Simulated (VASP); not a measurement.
Data:

```xyz
4
Lattice="1.5568 -2.6965 0.0000 1.5568 2.6965 0.0000 0.0000 0.0000 4.9836" Properties=species:S:1:pos:R:3 pbc="T T T"
Al     1.5568    -0.8988     2.4920
Al     1.5568     0.8988     0.0001
N      1.5568    -0.8988     4.3954
N      1.5568     0.8988     1.9036
```

Level of theory: PBEsol GGA, VASP's PBE PAW potentials (set 64) (plane waves; VASP 6.6.1). Numerical set-up: 520 eV cut-off, Gaussian smearing of 0.050 eV, potentials Al N.

Give the energies of bands 3 to 11 at the high-symmetry points, in eV from the valence-band maximum.

| band | Γ | M | K | A | L | H |
|---|---|---|---|---|---|---|
| 3 | -6.05 | -5.50 | -4.88 | -3.36 | -5.65 | -4.88 |
| 4 | -0.88 | -4.20 | -3.82 | -3.36 | -5.65 | -4.88 |
| 5 | -0.88 | -3.38 | -3.82 | -0.56 | -1.49 | -3.92 |
| 6 | -0.22 | -2.11 | -2.49 | -0.56 | -1.49 | -3.92 |
| 7 | -0.22 | -1.81 | -2.41 | -0.56 | -1.38 | -0.80 |
| 8 | 0.00 | -0.70 | -2.41 | -0.56 | -1.38 | -0.80 |
| 9 | 4.11 | 5.67 | 4.89 | 6.37 | 5.17 | 7.28 |
| 10 | 6.55 | 5.67 | 8.22 | 6.37 | 5.17 | 7.28 |
| 11 | 10.49 | 8.07 | 9.54 | 10.20 | 9.12 | 7.70 |

The gap is direct, 4.11 eV, from the valence maximum at Γ to the conduction minimum at Γ.

Measured: gap 6.51 eV (computed value off by -2.40 eV), as given by Martin Feneberg et al., Physical Review B (2010), doi:10.1103/physrevb.82.075208 [zero-point renormalisation of 0.417 eV (from the measured temperature dependence, row gaps:miglio2020:AlN_wz:gap_zpr, arXiv:2011.12765) added back].

The compound is AlN in the wurtzite structure. It was relaxed first.
